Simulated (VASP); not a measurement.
## Band gap of AlN at several levels of theory

How does the band gap of AlN depend on the functional? The starting structure is a measured crystal structure from the Crystallography Open Database. The atoms were first relaxed with LDA in that cell, in a run that isn't shown, and the relaxed structure is the one below. Meshes and data sets differ where the inputs say so.

Main program and level: VASP 6.6.1; Kohn-Sham DFT with plane waves and PAW; LDA, PBE, r2SCAN, TB-mBJ, HSE06, PBE0 and r2SCAN-EpsX.

### 1. The starting structure

It takes space group P6_3mc (No. 186, hexagonal). Conventional cell: a = 3.081 Å, b = 3.081 Å, c = 5.031 Å, α = 90.00°, β = 90.00°, γ = 120.00°. Nearest to Al lie 4 N at 1.88 to 1.90 Å. Nearest to N lie 4 Al at 1.88 to 1.90 Å. Farther neighbours and most contacts between anions are not listed.

### 2. Bands with LDA

LDA, the lowest rung, knows the local density alone.

Contents of INCAR:

```
SYSTEM = AlN
PREC = Accurate
ENCUT = 460
EDIFF = 1E-06
NELM = 100
ISMEAR = 0
SIGMA = 0.03
LREAL = .FALSE.
ALGO = Normal
GGA = CA
NBANDS = 22
LORBIT = 11
LWAVE = .FALSE.
LCHARG = .FALSE.
KPAR = 8
LASPH = .TRUE.
```

Contents of POSCAR:

```
AlN
1.0
    3.0810000000      0.0000000000      0.0000000000
   -1.5405000000      2.6682242691      0.0000000000
    0.0000000000      0.0000000000      5.0310000000
Al N
2 2
Direct
    0.6666666667      0.3333333333      0.5018479882
    0.3333333333      0.6666666667      0.0018479882
    0.6666666667      0.3333333333      0.8801520118
    0.3333333333      0.6666666667      0.3801520118
```

Contents of KPOINTS:

```
Automatic mesh
0
Gamma
9 9 4
0 0 0
```

Contents of KPOINTS_OPT:

```
Line mode
10
Line-mode
Reciprocal
  0.00000000   0.00000000   0.00000000 GAMMA
  0.50000000   0.00000000   0.00000000 M

  0.50000000   0.00000000   0.00000000 M
  0.33333333   0.33333333   0.00000000 K

  0.33333333   0.33333333   0.00000000 K
  0.00000000   0.00000000   0.00000000 GAMMA

  0.00000000   0.00000000   0.00000000 GAMMA
  0.00000000   0.00000000   0.50000000 A

  0.00000000   0.00000000   0.50000000 A
  0.50000000   0.00000000   0.50000000 L

  0.50000000   0.00000000   0.50000000 L
  0.33333333   0.33333333   0.50000000 H

  0.33333333   0.33333333   0.50000000 H
  0.00000000   0.00000000   0.50000000 A

  0.50000000   0.00000000   0.50000000 L
  0.50000000   0.00000000   0.00000000 M

  0.33333333   0.33333333   0.00000000 K
  0.33333333   0.33333333   0.50000000 H
```

The projector-augmented-wave data sets are Al and N (LDA family, release 64).

Run with:

```sh
$ mpirun -np 8 vasp_std
```

What it wrote:

```text
[banner, memory and clock lines left out]
running    8 mpi-ranks, on    1 nodes
 distrk:  each k-point on    1 cores,    8 groups
 distr:  one band on    1 cores,    1 groups

 POSCAR found type information on POSCAR AlN
 POSCAR found :  2 types and       4 ions
|                                                                             |
|           W    W    AA    RRRRR   N    N  II  N    N   GGGG   !!!           |
|           W    W   A  A   R    R  NN   N  II  NN   N  G    G  !!!           |
|           W    W  A    A  R    R  N N  N  II  N N  N  G       !!!           |
|           W WW W  AAAAAA  RRRRR   N  N N  II  N  N N  G  GGG   !            |
|           WW  WW  A    A  R   R   N   NN  II  N   NN  G    G                |
|           W    W  A    A  R    R  N    N  II  N    N   GGGG   !!!           |
|                                                                             |
|     For optimal performance we recommend to set                             |
|       NCORE = 2 up to number-of-cores-per-socket                            |
|     NCORE specifies how many cores store one orbital (NPAR=cpu/NCORE).      |
|     This setting can greatly improve the performance of VASP for DFT.       |
|     The default, NCORE=1 might be grossly inefficient on modern             |
|     multi-core architectures or massively parallel machines. Do your        |
|     Unfortunately you need to use the default for GW and RPA                |
|     calculations (for HF NCORE is supported but not extensively tested      |
|     yet).                                                                   |
|                                                                             |

 LDA part: xc-table for (Slater(with rela. corr.)+CA(PZ))
 , standard interpolation
 POSCAR, INCAR and KPOINTS ok, starting setup
 FFT: planning ... GRIDC
 FFT: planning ... GRID_SOFT
 FFT: planning ... GRID
 WAVECAR not read
 entering main loop
       N       E                     dE             d eps       ncg     rms          rms(c)
DAV:   1     0.249251128799E+02    0.24925E+02   -0.62776E+03  1584   0.584E+02
DAV:   2    -0.357922928333E+02   -0.60717E+02   -0.57339E+02  1964   0.141E+02
DAV:   3    -0.379109247075E+02   -0.21186E+01   -0.21080E+01  1980   0.241E+01
DAV:   4    -0.379210423513E+02   -0.10118E-01   -0.10117E-01  1788   0.195E+00
DAV:   5    -0.379211440156E+02   -0.10166E-03   -0.10166E-03  1974   0.189E-01    0.123E+01
DAV:   6    -0.329454436657E+02    0.49757E+01   -0.76142E+00  1806   0.174E+01    0.426E+00
DAV:   7    -0.328966493208E+02    0.48794E-01   -0.51492E-01  1914   0.359E+00    0.293E+00
DAV:   8    -0.328362360297E+02    0.60413E-01   -0.75165E-02  1758   0.175E+00    0.404E-01
DAV:   9    -0.328332433088E+02    0.29927E-02   -0.44995E-03  1932   0.439E-01    0.241E-01
DAV:  10    -0.328334475524E+02   -0.20424E-03   -0.78633E-04  1668   0.144E-01    0.164E-01
DAV:  11    -0.328333575900E+02    0.89962E-04   -0.12123E-04  1848   0.661E-02    0.259E-02
DAV:  12    -0.328333569217E+02    0.66828E-06   -0.19043E-06  1796   0.771E-03
   1 F= -.32833357E+02 E0= -.32833357E+02  d E =-.316084E-25
 Start KPOINTS_OPT (optional k-point list driver)
k-point batch [1-36\90]
       N       E                     dE             ncg
DAV:   1     0.261486339825E+04   -0.10963E+05     1584
DAV:   2     0.588424682362E+03   -0.20264E+04     2006
DAV:   3     0.510152708537E+03   -0.78272E+02     1962
DAV:   4     0.509779505047E+03   -0.37320E+00     1776
DAV:   5     0.509775775051E+03   -0.37300E-02     1932
DAV:   6     0.509775719591E+03   -0.55461E-04     1764
DAV:   7     0.509775718748E+03   -0.84246E-06     1656
[...]
k-point batch [73-90\90]
       N       E                     dE             ncg
DAV:   1     0.105950429950E+05   -0.10258E+05      792
DAV:   2     0.967255383338E+04   -0.92249E+03     1054
DAV:   3     0.964039034824E+04   -0.32163E+02      996
DAV:   4     0.964022923540E+04   -0.16111E+00      906
DAV:   5     0.964022751630E+04   -0.17191E-02      966
DAV:   6     0.964022749101E+04   -0.25294E-04      882
DAV:   7     0.964022749064E+04   -0.37303E-06      816
```

Wall time 9.6 s (8 MPI ranks of AMD EPYC 7R43, shared host); peak memory 1.1 GiB; 57 s of CPU time.

The logs omit lines about the potential files and the build; timing stands in the text.

OUTCAR, selected parts (step 2):

```text
ion  position               nearest neighbor table
   1  0.667  0.333  0.502-   4 1.88   4 1.88   4 1.88   3 1.90   2 3.08   2 3.08   2 3.08   2 3.08
                             2 3.08   2 3.08
   2  0.333  0.667  0.002-   3 1.88   3 1.88   3 1.88   4 1.90   1 3.08   1 3.08   1 3.08   1 3.08
                             1 3.08   1 3.08
   3  0.667  0.333  0.880-   2 1.88   2 1.88   2 1.88   1 1.90
   4  0.333  0.667  0.380-   1 1.88   1 1.88   1 1.88   2 1.90

  LATTYP: Found a hexagonal cell.
 ALAT       =     3.0810000000
 C/A-ratio  =     1.6329113924

 Subroutine GETGRP returns: Found 12 space group operations
 (whereof  6 operations were pure point group operations)

The static configuration has the point symmetry C_3v.
 The point group associated with its full space group is C_6v.

 Found     36 irreducible k-points:

   k-points           NKPTS =     36   k-points in BZ     NKDIM =     36   number of bands    NBANDS=     22

   dimension x,y,z NGX =    24 NGY =   24 NGZ =   36
   dimension x,y,z NGXF=    48 NGYF=   48 NGZF=   72

   ENCUT  =  460.0 eV  33.81 Ry    5.81 a.u.   5.39  5.39  8.80*2*pi/ulx,y,z

   NELECT =      16.0000    total number of electrons

 k-points in reciprocal lattice and weights: Automatic mesh
   0.00000000  0.00000000  0.00000000       0.003
   0.11111111  0.00000000  0.00000000       0.019
   0.22222222 -0.00000000  0.00000000       0.019
   0.33333333 -0.00000000  0.00000000       0.019
   0.44444444 -0.00000000  0.00000000       0.019
   0.11111111  0.11111111  0.00000000       0.019
   0.22222222  0.11111111  0.00000000       0.037
   0.33333333  0.11111111  0.00000000       0.037
   0.44444444  0.11111111  0.00000000       0.019
[...]
0.33333333  0.22222222  0.50000000       0.037
   0.33333333  0.33333333  0.50000000       0.006

 average (electrostatic) potential at core
       1 -69.8116       2 -69.8116       3 -59.8077       4 -59.8077

 E-fermi :   6.0721

 k-point     1 :       0.0000    0.0000    0.0000
  band No.  band energies     occupation
    ...
      4       5.2139      2.00000
      5       5.2139      2.00000
      6       5.8181      2.00000
      7       5.8181      2.00000
      8       5.8624      2.00000
      9      10.2735      0.00000
     10      12.7989      0.00000
     11      16.4041      0.00000
     12      17.1954      0.00000
     13      17.1954      0.00000
    ...

 k-point     2 :       0.1111    0.0000    0.0000
  band No.  band energies     occupation
    ...
      4       4.4856      2.00000
      5       5.0115      2.00000
      6       5.1321      2.00000
      7       5.7843      2.00000
      8       5.8005      2.00000
      9      10.9352      0.00000
     10      13.4073      0.00000
     11      15.7582      0.00000
     12      16.2435      0.00000
     13      17.6474      0.00000
    ...

 k-point     3 :       0.2222   -0.0000    0.0000
  band No.  band energies     occupation
    ...
      4       2.9329      2.00000
      5       3.8399      2.00000
      6       4.5967      2.00000
      7       5.5637      2.00000
      8       5.6388      2.00000
      9      11.9930      0.00000
     10      13.8257      0.00000
     11      14.1833      0.00000
     12      15.8953      0.00000
     13      17.7290      0.00000
    ...

  Total       -0.1352172     -0.1352172     -1.5967863      0.0000000      0.0000000      0.0000000
  in kB       -5.2381057     -5.2381057    -61.8570267      0.0000000      0.0000000      0.0000000
  external PRESSURE =     -24.1110794 kB  Pullay stress =       0.0000000 kB

  energy-cutoff  :      460.00
  volume of cell :       41.36
      direct lattice vectors                 reciprocal lattice vectors
     3.081000000  0.000000000  0.000000000     0.324569945  0.187390545  0.000000000
    -1.540500000  2.668224269  0.000000000     0.000000000  0.374781090  0.000000000
     0.000000000  0.000000000  5.031000000     0.000000000  0.000000000  0.198767641

 POSITION                                       TOTAL-FORCE (eV/Angst)
 -----------------------------------------------------------------------------------
      1.54050      0.88941      2.52480        -0.000000      0.000000      0.000194
     -0.00000      1.77882      0.00930        -0.000000     -0.000000      0.000194
      1.54050      0.88941      4.42804         0.000000      0.000000     -0.000194
     -0.00000      1.77882      1.91254         0.000000     -0.000000     -0.000194
 -----------------------------------------------------------------------------------
    total drift:                               -0.000000      0.000000     -0.000477

  FREE ENERGIE OF THE ION-ELECTRON SYSTEM (eV)
  ---------------------------------------------------
  free  energy   TOTEN  =       -32.8333569217 eV

  energy  without entropy=      -32.8333569217  energy(sigma->0) =      -32.83335692

 total charge
# of ion       s       p       d       tot
------------------------------------------
    1        0.377   0.457   0.000   0.834
    2        0.377   0.457   0.000   0.834
    3        1.215   2.614   0.000   3.829
    4        1.215   2.614   0.000   3.829
--------------------------------------------------
tot          3.184   6.143   0.000   9.327

[... 3 further parts left out ...]
```

At this level the cell is under a tension of 2.4 GPa, so at these settings it is away from equilibrium.

LDA gives a direct gap of 4.411 eV.

### 3. Bands with PBE

PBE, the usual starting point, adds the gradient of the density.

Edit INCAR of step 2 so:

```diff
@@ -9,3 +9,3 @@
 ALGO = Normal
-GGA = CA
+GGA = PE
 NBANDS = 22
```

POSCAR is that of step 2.

KPOINTS is that of step 2.

KPOINTS_OPT is that of step 2.

Potentials, in the order of the species: Al and N (PBE family, release 64).

Run with:

```sh
$ mpirun -np 8 vasp_std
```

What it wrote:

```text
[banner, memory and clock lines left out]
running    8 mpi-ranks, on    1 nodes
[...]
[... a notice as in an earlier step ...]

 LDA part: xc-table for (Slater+PW92), standard interpolation
 POSCAR, INCAR and KPOINTS ok, starting setup
[...]
entering main loop
       N       E                     dE             d eps       ncg     rms          rms(c)
DAV:   1     0.293537505807E+02    0.29354E+02   -0.62724E+03  1584   0.584E+02
DAV:   2    -0.321882183084E+02   -0.61542E+02   -0.58093E+02  1966   0.146E+02
DAV:   3    -0.345288571071E+02   -0.23406E+01   -0.23285E+01  1980   0.262E+01
DAV:   4    -0.345427405485E+02   -0.13883E-01   -0.13882E-01  1812   0.227E+00
[...]
DAV:  11    -0.297556906594E+02    0.50607E-04   -0.96221E-05  1848   0.656E-02    0.343E-02
DAV:  12    -0.297556934371E+02   -0.27777E-05   -0.85541E-06  1854   0.176E-02    0.722E-03
DAV:  13    -0.297556930823E+02    0.35478E-06   -0.24896E-06  1872   0.102E-02
   1 F= -.29755693E+02 E0= -.29755693E+02  d E =-.155889E-24
 Start KPOINTS_OPT (optional k-point list driver)
k-point batch [1-36\90]
       N       E                     dE             ncg
DAV:   1     0.277853983984E+04   -0.10800E+05     1584
DAV:   2     0.724429105925E+03   -0.20541E+04     2014
DAV:   3     0.639677699909E+03   -0.84751E+02     1950
DAV:   4     0.639150068633E+03   -0.52763E+00     1788
DAV:   5     0.639142313049E+03   -0.77556E-02     1926
DAV:   6     0.639142150632E+03   -0.16242E-03     1776
DAV:   7     0.639142146902E+03   -0.37302E-05     1822
DAV:   8     0.639142146699E+03   -0.20254E-06     1242
[...]
k-point batch [73-90\90]
       N       E                     dE             ncg
DAV:   1     0.106735233199E+05   -0.10179E+05      792
DAV:   2     0.974044819987E+04   -0.93308E+03     1076
DAV:   3     0.970550993592E+04   -0.34938E+02      996
DAV:   4     0.970527919669E+04   -0.23074E+00      918
DAV:   5     0.970527554710E+04   -0.36496E-02      966
DAV:   6     0.970527547179E+04   -0.75308E-04      894
DAV:   7     0.970527547018E+04   -0.16102E-05      870
DAV:   8     0.970527547005E+04   -0.13345E-06      622
```

Run time: 12 s. Hardware: 8 MPI ranks; peak memory 1.2 GiB; 70 s of CPU time.

From OUTCAR (step 3):

```text
  Total        1.8916304      1.8916304      0.3872323      0.0000000      0.0000000      0.0000000
  in kB       73.2788287     73.2788287     15.0007807      0.0000000      0.0000000      0.0000000
  external PRESSURE =      53.8528127 kB  Pullay stress =       0.0000000 kB

 POSITION                                       TOTAL-FORCE (eV/Angst)
 -----------------------------------------------------------------------------------
      1.54050      0.88941      2.52480        -0.000000      0.000000      0.002441
     -0.00000      1.77882      0.00930         0.000000      0.000000      0.002441
      1.54050      0.88941      4.42804        -0.000000      0.000000     -0.002441
     -0.00000      1.77882      1.91254         0.000000      0.000000     -0.002441
 -----------------------------------------------------------------------------------
    total drift:                               -0.000000      0.000000     -0.000906

  FREE ENERGIE OF THE ION-ELECTRON SYSTEM (eV)
  ---------------------------------------------------
  free  energy   TOTEN  =       -29.7556930823 eV

  energy  without entropy=      -29.7556930823  energy(sigma->0) =      -29.75569308

[... 2 parts as in an earlier step ...]

[... 1 further part left out ...]
[key lines of the parts left out:]
E-fermi :   6.3334
```

PBE gives a direct gap of 4.387 eV. The least gap is -0.024 eV from that of LDA.

### 4. Bands with r2SCAN

r2SCAN adds the kinetic-energy density, costs more than a GGA and is run with LASPH.

Edit INCAR of step 3 so:

```diff
@@ -9,3 +9,4 @@
 ALGO = Normal
-GGA = PE
+METAGGA = R2SCAN
+LASPH = .TRUE.
 NBANDS = 22
@@ -15,2 +16 @@
 KPAR = 8
-LASPH = .TRUE.
```

POSCAR is that of step 3.

KPOINTS is that of step 3.

KPOINTS_OPT is that of step 3.

Run with:

```sh
$ mpirun -np 8 vasp_std
```

What it wrote:

```text
[banner, memory and clock lines left out]
running    8 mpi-ranks, on    1 nodes
[...]
[... a notice as in an earlier step ...]

|                                                                             |
|               ----> ADVICE to this user running VASP <----                  |
|                                                                             |
|     You enforced a specific xc type in the INCAR file but a different       |
|     [... a line on the potential file left out ...]
|     I HOPE YOU KNOW WHAT YOU ARE DOING!                                     |
|                                                                             |

 LDA part: xc-table for (None), standard interpolation
 POSCAR, INCAR and KPOINTS ok, starting setup
[...]
entering main loop
       N       E                     dE             d eps       ncg     rms          rms(c)
DAV:   1     0.190002272055E+02    0.19000E+02   -0.64903E+03  1584   0.605E+02
DAV:   2    -0.446555043807E+02   -0.63656E+02   -0.60061E+02  1964   0.151E+02
[...]
DAV:  18    -0.384404125807E+02   -0.19253E-05   -0.39397E-07   828   0.418E-03    0.362E-03
DAV:  19    -0.384404134154E+02   -0.83463E-06   -0.19071E-08   822   0.104E-03
   1 F= -.38440413E+02 E0= -.38440413E+02  d E =-.113136E-15
 Start KPOINTS_OPT (optional k-point list driver)
k-point batch [1-36\90]
       N       E                     dE             ncg
DAV:   1     0.259416915473E+04   -0.10984E+05     1584
DAV:   2     0.445391657810E+03   -0.21488E+04     2012
DAV:   3     0.358251921832E+03   -0.87140E+02     1950
DAV:   4     0.357659861399E+03   -0.59206E+00     1794
DAV:   5     0.357649792785E+03   -0.10069E-01     1920
DAV:   6     0.357649553405E+03   -0.23938E-03     1776
DAV:   7     0.357649546900E+03   -0.65046E-05     1930
DAV:   8     0.357649546728E+03   -0.17247E-06     1268
[...]
k-point batch [73-90\90]
       N       E                     dE             ncg
DAV:   1     0.105717006631E+05   -0.10281E+05      792
DAV:   2     0.959846309833E+04   -0.97324E+03     1076
DAV:   3     0.956257996360E+04   -0.35883E+02      996
DAV:   4     0.956232142787E+04   -0.25854E+00      918
DAV:   5     0.956231671801E+04   -0.47099E-02      966
DAV:   6     0.956231660787E+04   -0.11013E-03      912
DAV:   7     0.956231660500E+04   -0.28742E-05      964
DAV:   8     0.956231660492E+04   -0.76618E-07      656
```

Run time: 51 s. Hardware: 8 MPI ranks; peak memory 1.3 GiB.

From OUTCAR (step 4):

```text
  Total        0.5898081      0.5898081     -0.9586353      0.0000000      0.0000000      0.0000000
  in kB       22.8482516     22.8482516    -37.1360452      0.0000000      0.0000000      0.0000000
  external PRESSURE =       2.8534860 kB  Pullay stress =       0.0000000 kB

 POSITION                                       TOTAL-FORCE (eV/Angst)
 -----------------------------------------------------------------------------------
      1.54050      0.88941      2.52480         0.000000      0.000000     -0.006788
     -0.00000      1.77882      0.00930        -0.000000      0.000000     -0.006788
      1.54050      0.88941      4.42804         0.000000     -0.000000      0.006788
     -0.00000      1.77882      1.91254         0.000000      0.000000      0.006788
 -----------------------------------------------------------------------------------
    total drift:                               -0.000000     -0.000000     -0.031680

  FREE ENERGIE OF THE ION-ELECTRON SYSTEM (eV)
  ---------------------------------------------------
  free  energy   TOTEN  =       -38.4404134154 eV

  energy  without entropy=      -38.4404134154  energy(sigma->0) =      -38.44041342

[... 2 parts as in an earlier step ...]

[... 1 further part left out ...]
[key lines of the parts left out:]
E-fermi :   6.0095
```

r2SCAN gives a direct gap of 5.071 eV. The least gap is +0.660 eV from that of LDA.

(Continued in part 2 of 2.)

[Lines on the potential files, build, host, timing and source positions are cut from VASP's logs without a mark.]

[Logs are printed without paths, hosts, clocks, repeated set-up lines and the standing remarks that a program may print on its own settings, such as how far it seeks lower states.]

[Hosts, paths, dates, database ids (printed as entryN), source tags and the programs' standing remarks are cut or masked in the printed files.]
